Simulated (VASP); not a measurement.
Here is the system:

```yaml
crystal:
  lattice:
    - [5.35914, 0.00000, 0.00000]
    - [0.00000, 5.35914, 0.00000]
    - [0.00000, 0.00000, 5.35642]
  atoms:
    - { symbol: Sr, position: [0.00000, 0.00000, 0.00000] }
    - { symbol: Sr, position: [0.50000, 0.50000, 0.00000] }
    - { symbol: O, position: [0.50000, 0.50000, 0.50000] }
    - { symbol: O, position: [0.00000, 0.00000, 0.50000] }
    - { symbol: O, position: [0.00000, 0.50000, 0.00000] }
    - { symbol: O, position: [0.50000, 0.00000, 0.00000] }
    - { symbol: Ba, position: [0.50000, 0.00000, 0.50000] }
    - { symbol: Ba, position: [0.00000, 0.50000, 0.50000] }
```

Level of theory: PBEsol GGA, VASP's PBE PAW potentials (set 64) (plane waves; VASP). Numerical set-up: 520 eV cut-off, 6×6×6 Γ-centred mesh, tetrahedra with Blöchl corrections, potentials Sr_sv O Ba_sv.

Unless said otherwise, spin-orbit coupling is left out, though it shifts the bands of the heavy elements here.

**Question.** What does the run give for the energy per atom (σ→0), band gap (on the k-mesh) with the smallest direct gap where there is one?

**Answer.** 
The band gap (on the k-mesh) is 2.03 eV and the smallest direct gap (on the k-mesh) comes out as 2.03 eV. The energy per atom (σ→0) is -6.204 eV/atom.

The absolute energy has meaning only against runs of the same code, potentials and settings.

The structure was generated: Ba2Sr2O4 was put into an ordered model structure (P4/mmm), which need not be its known phase. It was relaxed first.
